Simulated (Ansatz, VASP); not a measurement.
# Two plane-wave programs on Ga2Pt

```
Ga Pt
1.0
     0.00000    2.93569    2.93569
     2.93569    0.00000    2.93569
     2.93569    2.93569    0.00000
Ga Pt
2 1
Direct
  0.25000 0.25000 0.25000
  0.75000 0.75000 0.75000
  0.00000 0.00000 0.00000
```

Alike in both runs: functional LDA; k mesh 12 × 12 × 12; occupations fermi-dirac, width 0.15 eV; no spin polarisation.

Ansatz relaxed the structure, and its values are those at the end. VASP's run is a single point on that final structure, the one shown.

|  | VASP | Ansatz |
| --- | --- | --- |
| version | VASP 6.6.1 | Ansatz 0.2.0 |
| potentials or method | VASP PAW LDA potentials, release 64 (Ga_d, Pt) | scalar-relativistic, plane waves, PAW |
| plane-wave cutoff (eV) | 520 | 420 |
| valence electrons in the cell | 36 | 44 |

Ansatz gave:

```
gap on the k mesh at the Fermi level (eV) : none
pressure (GPa)                            : 0.0
```

**Question.** Estimate VASP's values.

**Answer.** gap on the k mesh at the Fermi level (eV): none; pressure (GPa): 0.6.

A gap of «none» marks a metal or a gap that the smearing closes. The two sets of potentials don't hold the same shells in valence.

Spin-orbit coupling is left out, which matters for the levels of Pt.
